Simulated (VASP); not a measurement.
A convergence study with VASP on SiC (wurtzite): one setting is varied, all else stays as given below, so the limit is that of these other settings.

```
CELL_PARAMETERS angstrom
      1.54000    -2.66736     0.00000
      1.54000     2.66736     0.00000
      0.00000     0.00000     5.05000
ATOMIC_POSITIONS crystal
  Si 0.66667 0.33333 0.50000
  Si 0.33333 0.66667 0.00000
  C  0.66667 0.33333 0.87500
  C  0.33333 0.66667 0.37500
```

These are LDA (Ceperley-Alder, Perdew-Zunger), VASP's LDA PAW potentials (set 64) (plane waves; VASP) values and carry that method's errors. The tightest run used: 700 eV cut-off, 17×17×9 Γ-centred mesh, tetrahedra with Blöchl corrections, potentials Si C.

Q: The settings run are 3×3×2 mesh; 4×4×2 mesh; 5×5×3 mesh; 6×6×3 mesh; 7×7×4 mesh; 8×8×4 mesh; 9×9×5 mesh; 10×10×6 mesh; 11×11×6 mesh; 12×12×7 mesh; 13×13×7 mesh; 14×14×8 mesh; 15×15×8 mesh; 16×16×9 mesh; 17×17×9 mesh. From which on does the stress (every component) stay within 0.5 GPa of the tightest run?

A: From 4×4×2 mesh on: it is off by 0.38 there and by no more than 0.5 in any finer run, while 3×3×2 mesh is off by 1.85.
```json
[
 {"setting": "3×3×2 mesh", "E (eV/atom)": "-8.1910", "pressure (GPa)": "-3.93", "irreducible k-points": "6", "difference judged (GPa)": "1.85"},
 {"setting": "4×4×2 mesh", "E (eV/atom)": "-8.2869", "pressure (GPa)": "-4.44", "irreducible k-points": "8", "difference judged (GPa)": "0.38"},
 {"setting": "5×5×3 mesh", "E (eV/atom)": "-8.3080", "pressure (GPa)": "-4.67", "irreducible k-points": "10", "difference judged (GPa)": "0.13"},
 {"setting": "6×6×3 mesh", "E (eV/atom)": "-8.3144", "pressure (GPa)": "-4.69", "irreducible k-points": "14", "difference judged (GPa)": "0.02"},
 {"setting": "7×7×4 mesh", "E (eV/atom)": "-8.3181", "pressure (GPa)": "-4.70", "irreducible k-points": "24", "difference judged (GPa)": "0.04"},
 {"setting": "8×8×4 mesh", "E (eV/atom)": "-8.3187", "pressure (GPa)": "-4.70", "irreducible k-points": "30", "difference judged (GPa)": "0.02"},
 {"setting": "9×9×5 mesh", "E (eV/atom)": "-8.3187", "pressure (GPa)": "-4.70", "irreducible k-points": "36", "difference judged (GPa)": "0.00"},
 {"setting": "10×10×6 mesh", "E (eV/atom)": "-8.3188", "pressure (GPa)": "-4.70", "irreducible k-points": "56", "difference judged (GPa)": "0.00"},
 {"setting": "11×11×6 mesh", "E (eV/atom)": "-8.3188", "pressure (GPa)": "-4.70", "irreducible k-points": "64", "difference judged (GPa)": "0.00"},
 {"setting": "12×12×7 mesh", "E (eV/atom)": "-8.3189", "pressure (GPa)": "-4.70", "irreducible k-points": "76", "difference judged (GPa)": "0.00"},
 {"setting": "13×13×7 mesh", "E (eV/atom)": "-8.3189", "pressure (GPa)": "-4.70", "irreducible k-points": "84", "difference judged (GPa)": "0.00"},
 {"setting": "14×14×8 mesh", "E (eV/atom)": "-8.3189", "pressure (GPa)": "-4.70", "irreducible k-points": "120", "difference judged (GPa)": "0.00"},
 {"setting": "15×15×8 mesh", "E (eV/atom)": "-8.3189", "pressure (GPa)": "-4.70", "irreducible k-points": "135", "difference judged (GPa)": "0.00"},
 {"setting": "16×16×9 mesh", "E (eV/atom)": "-8.3189", "pressure (GPa)": "-4.70", "irreducible k-points": "150", "difference judged (GPa)": "0.00"},
 {"setting": "17×17×9 mesh", "E (eV/atom)": "-8.3189", "pressure (GPa)": "-4.70", "irreducible k-points": "165", "difference judged (GPa)": "0.00"}
]
```

Left out are rungs that failed or repeat a setting and relaxations that didn't move; long series are thinned to 24 rows.

The compound is SiC in the wurtzite structure, the rare 2H polytype. The cell was not relaxed at this level.
